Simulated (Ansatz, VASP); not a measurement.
**PbIBr (1T-PbBrI bilayer, like faces together) in two plane-wave programs**

One calculation is typed for both programs; each brings its own data sets. How far apart do they land? The structure shown is the start of the Ansatz relaxation below; VASP solves that cell, so the two are compared at the walk's first step.

Main program and level: Ansatz 0.2.0; plane waves, with VASP 6.6.1 beside it; single point at PBE with D4.

### Step 1. The starting structure

The cell holds 6 atoms: 2 I, 2 Pb and 2 Br. Cell: a = 4.142 Å, b = 4.142 Å, c = 47.376 Å, α = 90.0°, β = 90.0°, γ = 120.0°. Vacuum lies along c.

### Step 2. Ansatz: relaxation, PBE with D4

Ansatz runs on its PAW soft_1 files.

The two programs are compared at the cell with which this relaxation starts, whose forces are those of its first step.

Input file input.yaml:

```yaml
crystal:
  lattice:
    - [4.142421, 0.0, 0.0]
    - [-2.0712105, 3.5874418192, 0.0]
    - [0.0, 0.0, 47.3757220595]
  atoms:
    - { symbol: I, position: [0.6666666667, 0.3333333333, 0.4137140111] }
    - { symbol: Pb, position: [0.0, 0.0, 0.4443264096] }
    - { symbol: Br, position: [0.3333333333, 0.6666666667, 0.4662274277] }
    - { symbol: I, position: [0.0, 0.0, 0.5862859889] }
    - { symbol: Pb, position: [0.3333333333, 0.6666666667, 0.5556735904] }
    - { symbol: Br, position: [0.6666666667, 0.3333333333, 0.5337725723] }
  periodic: [true, true, false]
kpoints:
  mp_grid: { grid: [12, 12, 1] }
hamiltonian:
  xc: pbe
  dispersion: d4
  pseudopotentials: { kind: paw, azcp: { folder: soft_1 } }
scf:
  occupations: { method: fermi_dirac, width: 0.05 }
  convergence: { dr2_threshold: 1.0e-09 }
relax:
  f_tol: 0.004
  max_steps: 90
  cell: {}
output:
  write_potential: true
  write_density: true
  volumetric_format: npy
```

Launch:

```bash
$ ansatz run input.yaml --threads 4 --pin off --max-ram 6144MiB --backend cpu --events-out ev --progress --plain --runs-dir out
```

Numbers of over 12 decimals in the logs are rounded to 6 here.

Log:

```text
Warning: relax.cell: scf.convergence.dr2_threshold = 1e-9 eV is looser than the 1.81621770401e-10 eV advised for a relaxation that steers and ends on the stress (1e-10 eV for each atom of the cell: 6, times the square of relax.cell.stress_2d_tol = 0.05 N/m over 18.2 Å (the atoms' height at the walk's start and 5 Å past either face), 2.751e-2 GPa, over a crystal's default 0.05). What an SCF threshold leaves in a stress goes as its square root, and in the free energy as the threshold itself, and one threshold admits the most on a small cell: [figures from the program's tests cut] Set scf.convergence.dr2_threshold to 1.81621770401e-10 eV or tighter. [rest of the remark cut]
Engine: ansatz 0.2.0, aarch64-unknown-linux-gnu
Pseudopotentials: kind: paw
Pseudopotential: I, paw, valence charge 17, recommended cutoff 420 eV (normal), soft_1/I.paw.azcp
Pseudopotential: Pb, paw, valence charge 14, recommended cutoff 420 eV (normal), soft_1/Pb.paw.azcp
Pseudopotential: Br, paw, valence charge 7, recommended cutoff 420 eV (normal), soft_1/Br.paw.azcp
Functional definition: PBE
  parameter kappa = 0.804
  parameter beta = 0.066725
  exchange = pbe_x(kappa = kappa, mu = beta*pi^2/3)
  correlation = pbe_c(beta = beta)
Crystal: 6 atoms, lattice volume = 704.036 Å³
Basis set: ecut = 420 eV, 13587 PW (Γ), exchange–correlation on 60×60×640 points (8 copies of the dense FFT grid, shifted against one another)
Bands: 46, of which v1, the nominal top of the filled ones, is band 38 counted from 1 (37 counted from 0)
Symmetry: 6 space group operations
Space group: P3m1 (ITA 156), of the structure as read, at distance tolerance 8.9e-5 Å
k-points: 19 of 144 (time reversal used)
Non-local potential: I, projectors of the file, l = 0: 2, l = 1: 2, l = 2: 2, l = 3: 1
Non-local potential: Pb, projectors of the file, l = 0: 2, l = 1: 2, l = 2: 2, l = 3: 1
Non-local potential: Br, projectors of the file, l = 0: 2, l = 1: 2, l = 2: 2
PAW form: soft (Blöchl's): semilocal exchange-correlation on the pseudo side does not see the compensation charge
PAW one-centre angular grid: I, 590 points (default); XC on 64 Gauss nodes
PAW one-centre angular grid: Pb, 590 points (default); XC on 64 Gauss nodes
PAW one-centre angular grid: Br, 110 points (default); XC on 64 Gauss nodes
Initial density: superposition of atomic densities (neutral atoms: chi_scale 0, normalization atom)
Initial wavefunctions: pseudopotential atomic-orbital guess
Functional: x = pbe(κ = 0.804, μ = 0.219515), c = pbe(β = 0.066725)
iter 1 solved again at ethr=1.25e-3 eV; its pass at ethr=3.10e-3 eV (dr2=9.46e-1 eV) is discarded
SCF iter   1: F=—  HF=-44410.101892 eV  |F-HF|=—  |Δ(HF+E_count)|=         —  Δρ=9.22e-3  dr2=9.53e-1  ethr=1.25e-3  ⟨swp⟩=1.9  Hψ=8139  notcnv=0
preconditioner: auto → Resta (q_TF=auto, 1.883 Å⁻¹)  ε∞=1.5  [insulator: Δε(μ)=1.481 eV  Ē_g=14.604 eV  σ=0.050 eV  W_gap=1.00  n_scr=94 (ndim 8)  ℏωp=10.5 eV  f_vac=0.742  D(μ)=0.00/eV (n_scr^D=0)  ε∞_Penn≈1.5  vacuum switching on, ρ_ref=1.5e-2 e/Å³]
SCF iter   2: F=—  HF=-44409.831248 eV  |F-HF|=—  |Δ(HF+E_count)|=   2.71e-1  Δρ=3.42e-3  dr2=1.13e-1  ethr=1.25e-3  ⟨swp⟩=3.9  Hψ=1657  notcnv=0
SCF iter   3: F=—  HF=-44409.855597 eV  |F-HF|=—  |Δ(HF+E_count)|=   2.43e-2  Δρ=1.97e-3  dr2=2.09e-1  ethr=1.49e-4  ⟨swp⟩=6.2  Hψ=2353  notcnv=0  defer=12
SCF iter   4: F=—  HF=-44409.828563 eV  |F-HF|=—  |Δ(HF+E_count)|=   2.70e-2  Δρ=1.05e-3  dr2=1.15e-2  ethr=1.49e-4  ⟨swp⟩=4.7  Hψ=1630  notcnv=0  defer=44
SCF iter   5: F=—  HF=-44409.830373 eV  |F-HF|=—  |Δ(HF+E_count)|=   1.81e-3  Δρ=3.13e-4  dr2=1.18e-3  ethr=1.52e-5  ⟨swp⟩=2.9  Hψ=1611  notcnv=0  defer=44
SCF iter   6: F=—  HF=-44409.830284 eV  |F-HF|=—  |Δ(HF+E_count)|=   8.87e-5  Δρ=9.34e-5  dr2=4.55e-5  ethr=1.56e-6  ⟨swp⟩=3.1  Hψ=1750  notcnv=0  defer=44
SCF iter   7: F=—  HF=-44409.830324 eV  |F-HF|=—  |Δ(HF+E_count)|=   4.03e-5  Δρ=3.55e-5  dr2=6.67e-5  ethr=5.99e-8  ⟨swp⟩=3.1  Hψ=1903  notcnv=0  defer=44
SCF iter   8: F=—  HF=-44409.830313 eV  |F-HF|=—  |Δ(HF+E_count)|=   1.15e-5  Δρ=1.82e-5  dr2=1.19e-5  ethr=5.99e-8  ⟨swp⟩=3.3  Hψ=1517  notcnv=0  defer=44
SCF iter   9: F=—  HF=-44409.830310 eV  |F-HF|=—  |Δ(HF+E_count)|=   3.12e-6  Δρ=6.53e-6  dr2=5.16e-7  ethr=1.57e-8  ⟨swp⟩=3.0  Hψ=1437  notcnv=0  defer=44
SCF iter  10: F=—  HF=-44409.830399 eV  |F-HF|=—  |Δ(HF+E_count)|=   8.97e-5  Δρ=1.82e-6  dr2=2.38e-8  ethr=6.79e-10  ⟨swp⟩=3.1  Hψ=1895  notcnv=0  defer=44
[...]
iter 1 solved again at ethr=1.18e-6 eV; its pass at ethr=3.10e-3 eV (dr2=9.00e-4 eV) is discarded
SCF iter   1: F=—  HF=-44416.366445 eV  |F-HF|=—  |Δ(HF+E_count)|=         —  Δρ=3.48e-4  dr2=3.94e-5  ethr=1.18e-6  ⟨swp⟩=4.8  Hψ=8711  notcnv=0
preconditioner: auto → Resta (q_TF=auto, 1.833 Å⁻¹)  ε∞=1.5  [insulator: Δε(μ)=2.676 eV  Ē_g=13.165 eV  σ=0.050 eV  W_gap=1.00  n_scr=104 (ndim 8)  ℏωp=9.7 eV  f_vac=0.710  D(μ)=0.00/eV (n_scr^D=0)  ε∞_Penn≈1.5  vacuum switching on, ρ_ref=1.3e-2 e/Å³]
SCF iter   2: F=—  HF=-44416.390075 eV  |F-HF|=—  |Δ(HF+E_count)|=   2.36e-2  Δρ=1.74e-4  dr2=8.66e-6  ethr=5.19e-8  ⟨swp⟩=3.7  Hψ=2200  notcnv=0
SCF iter   3: F=—  HF=-44416.399905 eV  |F-HF|=—  |Δ(HF+E_count)|=   9.83e-3  Δρ=3.87e-5  dr2=2.88e-6  ethr=1.14e-8  ⟨swp⟩=3.5  Hψ=1766  notcnv=0
SCF iter   4: F=—  HF=-44416.400704 eV  |F-HF|=—  |Δ(HF+E_count)|=   7.99e-4  Δρ=1.27e-5  dr2=1.50e-6  ethr=3.79e-9  ⟨swp⟩=3.3  Hψ=1547  notcnv=0
SCF iter   5: F=—  HF=-44416.400780 eV  |F-HF|=—  |Δ(HF+E_count)|=   7.56e-5  Δρ=5.91e-6  dr2=1.08e-6  ethr=1.97e-9  ⟨swp⟩=2.3  Hψ=1170  notcnv=0
SCF iter   6: F=—  HF=-44416.400794 eV  |F-HF|=—  |Δ(HF+E_count)|=   1.41e-5  Δρ=2.88e-6  dr2=2.58e-7  ethr=1.42e-9  ⟨swp⟩=1.3  Hψ=909  notcnv=0
SCF iter   7: F=—  HF=-44416.400799 eV  |F-HF|=—  |Δ(HF+E_count)|=   5.36e-6  Δρ=6.44e-7  dr2=7.41e-9  ethr=3.40e-10  ⟨swp⟩=2.5  Hψ=1246  notcnv=0
SCF iter   8: F=-44416.400800 eV  HF=-44416.400800 eV  |F-HF|=5.67e-8  |Δ(HF+E_count)|=   6.93e-7  Δρ=2.93e-7  dr2=7.81e-10  ethr=1.32e-12  ⟨swp⟩=16.3  Hψ=7881  notcnv=0
SCF 10 converged in 8 iterations: F = -44416.400800 eV  dr2 = 7.81e-10
relax step  10: F+E_penalty+E_count = -44416.40080024 eV  Δ(F+E_penalty+E_count) = -3.700e-3 eV  max|allowed force component| = 2.508e-4 eV/Å  Δτ_max = 0.0000 Å  P = +0.018 N/m  Ω = 825.400 Å³  fix = [c, alpha, beta]  reactions: c +0.000 N/m  stress off target by 1.77e-2 N/m on what of the cell is left free  SCF on the basis re-selected at this cell (its energy is not comparable with the rows above)  (8 SCF iters)
basis re-selected at this cell: Δ(F+E_penalty+E_count) = -3.700e-3 eV, ΔP = +0.020 N/m vs the last step (what re-selecting the basis moved, of the pressure what is left beyond the Pulay correction that the steps carried, after the strain that the cell walked since its last selection, with what the two solves' SCF thresholds leave and, on support functions, any second-order correction that the steps lacked; it is no m [...]
WARN: The output density's exchange-correlation potential varies sharply where the density is thin. Do not read a vacuum level from v_tot or v_xc, or from such a field of the output density. On a cell that repeats whose density bears no net charge and no dipole along the vacuum's axis use v_es (v_loc + v_h of the components); under efield.dipole_correction with no amplitude use v_es + v_field, which holds any externa [...]
SCF converged after 8 iterations
Free energy (F): -44416.400800 eV
Harris-Foulkes:  -44416.400800 eV  (|F-HF|=5.67e-8)
Internal energy: -44416.400800 eV  (E = F + TS)
E sigma→0 (E₀):  -44416.400800 eV
Fermi energy:    -5.082339 eV
--- Per-component energies (eV) ---
  E_band       = -1836.939285
  E_kinetic    = 1162.463752
  E_local      = -228922.149802  (includes V_loc(G=0)·N_el)
  E_nonlocal   = 942.808635
  E_hartree    = 113445.062388
  E_xc         = -1022.386870
  E_vxc        = -716.322352  (∫ρ·V_xc dr)
  E_paw        = -34973.386734  (= ΣΔE_a)
  E_vpaw       = -1193.860115  (= ΣTr[D̂ρ^β])
  E_aug_tail   = -0.005010  (compensation charges beyond the density's cutoff)
  E_ewald      = 104952.761763
  E_disp       = -1.568923  (pairwise vdW)
  E_smearing   = -0.000000  (= −TS)
  E_closure    = -0.000000  (closes the sum)
  Σ components = -44416.400800   (vs F -44416.400800, Δ=0.00e0)
--- Forces (eV/Å), atoms counted from 1 ---
  atom   1  I     -0.00000000     0.00000000    -0.00010959
  atom   2  Pb    -0.00000000     0.00000000    -0.00012499
  atom   3  Br     0.00000000    -0.00000000    -0.00025080
  atom   4  I      0.00000000     0.00000000     0.00012928
  atom   5  Pb    -0.00000000     0.00000000     0.00011028
  atom   6  Br     0.00000000    -0.00000000     0.00024561
  max |Σ_I F_I| component: 2.11e-7 eV/Å
--- 2D stress c σ (N/m, compression-positive) ---
        0.017659      -0.000000      -0.000000
       -0.000000       0.017659      -0.000000
       -0.000000      -0.000000       0.000000
  P = ½ c Tr σ = 0.0177 N/m
--- Band table (eV; the first three rows and the last of 19) ---
  k-point 0: bands = [... 34 lower, -6.8994, -6.8541, -6.8541, -6.6271, -3.8366, -3.7230, -2.6431, -2.6431, ... 4 higher]
  k-point 1: bands = [... 34 lower, -6.9244, -6.8782, -6.7882, -6.5445, -3.6475, -3.5299, -2.6952, -2.6470, ... 4 higher]
  k-point 2: bands = [... 34 lower, -6.9903, -6.9379, -6.6249, -6.5421, -3.4223, -3.1994, -2.6089, -2.5556, ... 4 higher]
  k-point 18: bands = [... 34 lower, -7.3748, -7.2824, -6.6471, -6.5738, -2.5171, -2.5110, -2.1094, -2.0634, ... 4 higher]
--- Relaxed structure (9 steps of the walk, 9 accepted, 1 SCFs on fresh bases) ---
  F+E_penalty+E_count = -44416.40080024 eV   max|allowed force component| = 2.508e-4 eV/Å   (the final SCF, on the basis selected at the relaxed cell)
  cell:  # Å, volume = 825.4002 Å³
    - [4.485275, 0, 0]
    - [-2.242637, 3.884362, 0]
    - [0, 0, 47.3757220595]
  atoms:
    - { symbol: I, position: [0.666667, 0.333333, 0.394597] }
    - { symbol: Pb, position: [-9.396887620462313e-18, -4.209979265972576e-18, 0.435712] }
    - { symbol: Br, position: [0.333333, 0.666667, 0.469844] }
    - { symbol: I, position: [2.0840532860742345e-17, 9.336943760452123e-18, 0.605391] }
    - { symbol: Pb, position: [0.333333, 0.666667, 0.564293] }
    - { symbol: Br, position: [0.666667, 0.333333, 0.530163] }
```

In the SCF lines HF is the Harris–Foulkes energy and dr2 the Hartree energy of the density residual, in eV; the loop may stop once dr2 is under the threshold and the program's other checks hold. Hψ counts applications of the Hamiltonian.

### Step 3. VASP: single point, PBE with D4, start cell

The same cell, functional, mesh and smearing now go to VASP, with its own data sets.

Lines of VASP's logs that name or quote its potential files are left out, and so is its time.

Input file INCAR:

```
SYSTEM = PbIBr
PREC = Accurate
ENCUT = 400
EDIFF = 1E-06
NELM = 120
ISMEAR = -1
SIGMA = 0.05
LREAL = .FALSE.
ALGO = Normal
GGA = PE
IVDW = 13
NBANDS = 34
LORBIT = 11
LWAVE = .FALSE.
LCHARG = .FALSE.
ISIF = 2
LDIPOL = .TRUE.
IDIPOL = 3
DIPOL = 0.5 0.5 0.5
LVHAR = .TRUE.
LASPH = .TRUE.
GGA_COMPAT = .FALSE.
EFERMI = MIDGAP
NELMDL = -8
KPAR = 2
```

Input file POSCAR:

```
PbIBr
1.0
    4.1424210000      0.0000000000      0.0000000000
   -2.0712110000      3.5874420000      0.0000000000
    0.0000000000      0.0000000000     47.3757220000
I Pb Br
2 2 2
Direct
    0.6666668276      0.3333333333      0.4137140116
    0.0000000000      0.0000000000      0.5862859884
    0.0000000000      0.0000000000      0.4443263999
    0.3333334138      0.6666666667      0.5556736001
    0.3333334138      0.6666666667      0.4662274276
    0.6666668276      0.3333333333      0.5337725724
```

Input file KPOINTS:

```
Automatic mesh
0
Gamma
12 12 1
0 0 0
```

PAW data sets: I, Pb_d and Br (PBE family, release 64).

Launch:

```bash
$ mpirun -np 2 vasp_std
```

Log:

```text
[banner, memory and clock lines left out]
running    2 mpi-ranks, on    1 nodes
 distrk:  each k-point on    1 cores,    2 groups
 distr:  one band on    1 cores,    1 groups

 POSCAR found type information on POSCAR I PbBr
 POSCAR found :  3 types and       6 ions
 LDA part: xc-table for (Slater+PW92), standard interpolation
 POSCAR, INCAR and KPOINTS ok, starting setup
 FFT: planning ... GRIDC
 FFT: planning ... GRID_SOFT
 FFT: planning ... GRID
 WAVECAR not read
 entering main loop
       N       E                     dE             d eps       ncg     rms          rms(c)
DAV:   1     0.492275637043E+03    0.49228E+03   -0.18881E+04  1700   0.100E+03
DAV:   2     0.543420733099E+02   -0.43793E+03   -0.43129E+03  1790   0.297E+02
DAV:   3    -0.827523571335E+01   -0.62617E+02   -0.62285E+02  1550   0.130E+02
DAV:   4    -0.113506955748E+02   -0.30755E+01   -0.30670E+01  1862   0.390E+01
DAV:   5    -0.113999255134E+02   -0.49230E-01   -0.49195E-01  1832   0.431E+00
DAV:   6    -0.114019112600E+02   -0.19857E-02   -0.19856E-02  2032   0.903E-01
DAV:   7    -0.114019393851E+02   -0.28125E-04   -0.28125E-04  1912   0.879E-02
DAV:   8    -0.114019400748E+02   -0.68963E-06   -0.68927E-06  1778   0.163E-02    0.141E+01
DAV:   9    -0.111284651663E+02    0.27347E+00   -0.39729E-01  2076   0.551E+00    0.843E+00
DAV:  10    -0.111107750522E+02    0.17690E-01   -0.56833E-01  1914   0.472E+00    0.117E+00
DAV:  11    -0.110998180777E+02    0.10957E-01   -0.82014E-02  1844   0.280E+00    0.530E-01
DAV:  12    -0.111015323112E+02   -0.17142E-02   -0.13892E-02  1656   0.570E-01    0.167E-01
DAV:  13    -0.111015683469E+02   -0.36036E-04   -0.46010E-04  2028   0.234E-01    0.768E-02
DAV:  14    -0.111017005706E+02   -0.13222E-03   -0.38930E-04  1882   0.144E-01    0.507E-02
[...]
DAV:  18    -0.111017853791E+02   -0.14255E-04   -0.23311E-06  1438   0.892E-03    0.379E-03
DAV:  19    -0.111017983809E+02   -0.13002E-04   -0.28328E-07   992   0.366E-03    0.252E-03
DAV:  20    -0.111018267018E+02   -0.28321E-04   -0.16841E-06  1098   0.487E-03    0.145E-03
DAV:  21    -0.111018410727E+02   -0.14371E-04   -0.64940E-07  1128   0.410E-03    0.241E-03
DAV:  22    -0.111018466998E+02   -0.56271E-05   -0.20090E-07  1032   0.500E-03    0.112E-03
DAV:  23    -0.111018483060E+02   -0.16061E-05   -0.89176E-08  1096   0.147E-03    0.333E-04
DAV:  24    -0.111018500881E+02   -0.17821E-05   -0.37662E-08   988   0.137E-03    0.163E-04
DAV:  25    -0.111018509380E+02   -0.84997E-06   -0.13889E-08   982   0.730E-04
   1 F= -.13197133E+02 E0= -.13197133E+02  d E =-.147702E-06
```

(Part 1 of 2 ends here.)

[Lines on the potential files, build, host, timing and source positions are cut from VASP's logs without a mark.]

[Logs are printed without paths, hosts, clocks, repeated set-up lines and the standing remarks that a program may print on its own settings, such as how far it seeks lower states.]

[Hosts, paths, dates, database ids (printed as entryN), source tags and the programs' standing remarks are cut or masked in the printed files.]
